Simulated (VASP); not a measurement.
VASP runs on LiBr (space group Fm-3m) share one base input (PBE GGA, plane waves, VASP's PBE PAW potentials (set 64)) and change the settings named in each case.

File POSCAR:
```
LiBr
1
    0.0000000000     2.7244250000     2.7244250000
    2.7244250000     0.0000000000     2.7244250000
    2.7244250000     2.7244250000     0.0000000000
Li Br
1 1
Direct
  0.0000000000   0.0000000000   0.0000000000
  0.5000000000   0.5000000000   0.5000000000
```

**INCAR**
```
# general
SYSTEM  = LiBr
PREC    = Accurate
ENCUT   = 400
LREAL   = .FALSE.   # projection in real space or not
LASPH   = .TRUE.   # aspherical one-centre terms

# electronic loop
EDIFF   = 1E-6
NELM    = 100   # most electronic steps
ALGO    = Normal
LMAXMIX = 4   # l cut-off of mixed one-centre charges

# smearing
ISMEAR  = -1   # Fermi-Dirac
SIGMA   = 0.05   # width (eV)

# functional
GGA     = PE

# ions
ISIF    = 2

# output
LWAVE   = .FALSE.
LCHARG  = .FALSE.
```

### KPOINTS
```
Automatic mesh
0
Gamma
7 7 7
0 0 0
```

POTCAR, in this order: Li_sv Br (PBE.64 set). Program: vasp_std.

| change | E(σ→0) (eV/atom) | pressure (GPa) |
|---|---|---|
| base run | -3.3425 | 0.06 |
| GGA removed, POTCAR Li_sv Br (LDA.64 set) | -3.6981 | -3.02 |
| GGA_COMPAT = .FALSE., LNONCOLLINEAR = .TRUE., LSORBIT = .TRUE., MAGMOM = 0.0 0.0 0.0 0.0 0.0 0.0, program vasp_ncl | -3.3549 | 0.07 |
| KPOINTS 2×2×2 Γ-centred mesh | -3.0071 | 5.96 |
 Energies of different potentials or functionals have different zeros.  At 400 eV the pressure can carry a Pulay error.

Left out are runs that ran out of time, are held back, or changed the cell or the kind of run, fixed moments of cells without a moment, rows past the twelfth, gaps on odd meshes, pressures of charged cells and columns that move by less than the noise.

The structure is a typed LiBr crystal. The cell was not relaxed at this level, its lattice was scaled by up to 2.5 %.
